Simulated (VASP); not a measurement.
Method: PBEsol GGA, VASP's PBE PAW potentials (set 64) (plane waves; VASP 6.6.1).

VASP input:

KPOINTS:
```
Automatic mesh
0
Gamma
11 11 11
0 0 0
```

### POSCAR
```
YTl
1
    3.7353505298     0.0000000000    -0.0000000000
   -0.0000000000     3.7353505298     0.0000000000
   -0.0000000000    -0.0000000000     3.7353505298
Y Tl
1 1
Direct
  0.5000000000   0.5000000000   0.5000000000
  0.0000000000   0.0000000000   0.0000000000
```

INCAR:
```
! general
SYSTEM  = YTl
PREC    = Accurate
ENCUT   = 400
LREAL   = .False.
LASPH   = .True.

! electronic loop
EDIFF   = 1E-7
NELM    = 100
ALGO    = Normal
LMAXMIX = 4

! smearing
ISMEAR  = -5

! functional
GGA     = PS

! ions
ISIF    = 2

! output
LWAVE   = .False.
LCHARG  = .True.
LORBIT  = 11
NEDOS   = 601
```

POTCAR, in this order: Y_sv Tl_d (PBE.64 set). Program: vasp_std.

Output of the run:

**OUTCAR**
```
 ion  position               nearest neighbor table
   1  0.500  0.500  0.500-   2 3.23   2 3.23   2 3.23   2 3.23   2 3.23   2 3.23   2 3.23   2 3.23
  LATTYP: Found a simple cubic cell.
 ALAT       =     3.7353505298
 Subroutine PRICEL returns:
 Original cell was already a primitive cell.
 Subroutine GETGRP returns: Found 48 space group operations
The static configuration has the point symmetry O_h .
The dynamic configuration has the point symmetry O_h .
 Subroutine INISYM returns: Found 48 space group operations
 Subroutine IBZKPT returns following result:
 Found     56 irreducible k-points:

 Following reciprocal coordinates:
            Coordinates               Weight
  0.000000  0.000000  0.000000      1.000000
  0.090909  0.000000  0.000000      6.000000
  0.181818  0.000000  0.000000      6.000000
  0.272727  0.000000  0.000000      6.000000
  0.363636  0.000000  0.000000      6.000000
  0.454545  0.000000  0.000000      6.000000
  0.090909  0.090909  0.000000     12.000000
  0.181818  0.090909  0.000000     24.000000
  0.272727  0.090909  0.000000     24.000000
  0.363636  0.090909  0.000000     24.000000
...
```

OSZICAR:
```
       N       E                     dE             d eps       ncg     rms          rms(c)
DAV:   1     0.889650378562E+02    0.88965E+02   -0.11252E+04  1896   0.116E+03
DAV:   2    -0.735316021628E+01   -0.96318E+02   -0.95709E+02  2344   0.265E+02
DAV:   3    -0.108245033571E+02   -0.34713E+01   -0.34623E+01  2776   0.360E+01
DAV:   4    -0.109027801631E+02   -0.78277E-01   -0.77651E-01  2224   0.464E+00
DAV:   5    -0.109045975831E+02   -0.18174E-02   -0.18117E-02  2400   0.537E-01    0.258E+01
DAV:   6    -0.104607643321E+02    0.44383E+00   -0.69237E-01  1984   0.530E+00    0.166E+01
DAV:   7    -0.103909316042E+02    0.69833E-01   -0.92013E-01  2784   0.580E+00    0.224E+00
DAV:   8    -0.103726697757E+02    0.18262E-01   -0.18238E-01  1976   0.258E+00    0.440E-01
DAV:   9    -0.103708991692E+02    0.17706E-02   -0.12875E-02  2008   0.614E-01    0.105E-01
DAV:  10    -0.103709507585E+02   -0.51589E-04   -0.35523E-04  2360   0.141E-01    0.101E-01
DAV:  11    -0.103710130414E+02   -0.62283E-04   -0.98856E-05  2616   0.639E-02    0.657E-02
DAV:  12    -0.103710060457E+02    0.69956E-05   -0.21988E-06  1976   0.116E-02    0.170E-02
DAV:  13    -0.103709968176E+02    0.92281E-05   -0.24861E-06  2184   0.880E-03    0.430E-03
DAV:  14    -0.103709970957E+02   -0.27811E-06   -0.64224E-08  1280   0.172E-03    0.279E-03
DAV:  15    -0.103709975924E+02   -0.49668E-06   -0.12943E-08  1120   0.810E-04    0.454E-04
DAV:  16    -0.103709977650E+02   -0.17264E-06   -0.24836E-09   960   0.364E-04    0.753E-05
DAV:  17    -0.103709977777E+02   -0.12643E-07   -0.48350E-10   992   0.145E-04
   1 F= -.10370998E+02 E0= -.10370998E+02  d E =0.000000E+00
```

**OUTCAR**
```
------------------------ aborting loop because EDIFF is reached ----------------------------------------
  FORCE on cell =-STRESS in cart. coord.  units (eV):
  Direction    XX          YY          ZZ          XY          YZ          ZX
  --------------------------------------------------------------------------------------
  Total       -0.0795409     -0.0795409     -0.0795409      0.0000000      0.0000000     -0.0000000
  in kB       -2.4451581     -2.4451581     -2.4451581      0.0000000      0.0000000     -0.0000000
  external PRESSURE =      -2.4451581 kB  Pullay stress =       0.0000000 kB
  volume of cell :       52.12
      direct lattice vectors                 reciprocal lattice vectors
     3.735350530  0.000000000  0.000000000     0.267712492  0.000000000  0.000000000
     0.000000000  3.735350530  0.000000000     0.000000000  0.267712492  0.000000000
     0.000000000  0.000000000  3.735350530     0.000000000  0.000000000  0.267712492
 POSITION                                       TOTAL-FORCE (eV/Angst)
 -----------------------------------------------------------------------------------
      1.86768      1.86768      1.86768         0.000000      0.000000      0.000000
      0.00000      0.00000      0.00000         0.000000      0.000000      0.000000
 -----------------------------------------------------------------------------------
    total drift:                                0.000000      0.000000     -0.000000
  FREE ENERGIE OF THE ION-ELECTRON SYSTEM (eV)
  ---------------------------------------------------
  free  energy   TOTEN  =       -10.3709977777 eV

  energy  without entropy=      -10.3709977777  energy(sigma->0) =      -10.37099778

 total charge

# of ion       s       p       d       f       tot
--------------------------------------------------
    1        2.194   6.279   0.990   0.018   9.480
    2        1.068   0.707   9.599   0.000  11.374
--------------------------------------------------
tot          3.261   6.986  10.589   0.018  20.854
```
(Selected blocks of OUTCAR.)

For a metal the tetrahedron method with Blöchl corrections gives inexact stress and forces.

The structure comes from a measured YTl entry (Pm-3m) of the Crystallography Open Database, whose conditions weren't checked. It was relaxed first.
